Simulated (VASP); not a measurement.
Here is the system:

```
CELL_PARAMETERS angstrom
      0.00000     3.34824     3.34824
      3.34824     0.00000     3.34824
      3.34824     3.34824     0.00000
ATOMIC_POSITIONS crystal
  Ba 0.00000 0.00000 0.00000
  Te 0.50000 0.50000 0.50000
```

Level of theory: PBEsol GGA, VASP's PBE PAW potentials (set 64) (plane waves; VASP). Numerical set-up: 480 eV cut-off, 6×6×6 Γ-centred mesh, Gaussian smearing of 0.050 eV, potentials Ba_sv Te.

Unless said otherwise, spin-orbit coupling is left out, though it shifts the bands of the heavy elements here.

Question: What does the run give for the energy per atom (σ→0), pressure, band gap (on the k-mesh) with the smallest direct gap where there is one?

Answer: 
The band gap (on the k-mesh) is 1.08 eV and the smallest direct gap (on the k-mesh) is 1.45 eV. The energy per atom (σ→0) is -4.529 eV/atom and the pressure is 4.96 GPa.

Only differences to runs with the same potentials and settings are physical.

The compound is BaTe in the rock salt structure. It was relaxed first under an external pressure of 5 GPa.
